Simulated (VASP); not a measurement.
Here is the system:

```
CELL_PARAMETERS angstrom
      4.13805     0.00000     0.00000
      0.00000     4.09999     0.00000
      0.00000     0.00000     4.18039
ATOMIC_POSITIONS crystal
  Sc 0.00000 0.00000 0.00000
  Al 0.00000 0.50000 0.50000
  Al 0.50000 0.00000 0.50000
  Al 0.52063 0.50000 0.00000
```

Level of theory: revPBE GGA, VASP's PBE PAW potentials (set 64) (plane waves; VASP). Numerical set-up: 400 eV cut-off, 7×7×7 Γ-centred mesh, first-order Methfessel-Paxton smearing of 0.10 eV, potentials Sc_sv Al.

### Question
Give the force on each atom (eV/Å).

### Answer

```csv
atom,Fx,Fy,Fz
Sc1,0.370,0.000,0.000
Al2,0.136,0.000,0.000
Al3,0.015,0.000,0.000
Al4,-0.521,0.000,0.000
```

### Question
Give the stress tensor in GPa (positive for a compressed cell).

### Answer

```
-0.40   0.00   0.00
 0.00   0.52   0.00
 0.00   0.00  -1.82
```
The pressure is its mean diagonal, -0.57 GPa.

The compound is Al3Sc in the L1_2 structure. The cell was not relaxed at this level, atoms are displaced from their ideal sites. The run is one of a series of settings (GGA = RE against the base run), some of them coarse on purpose.
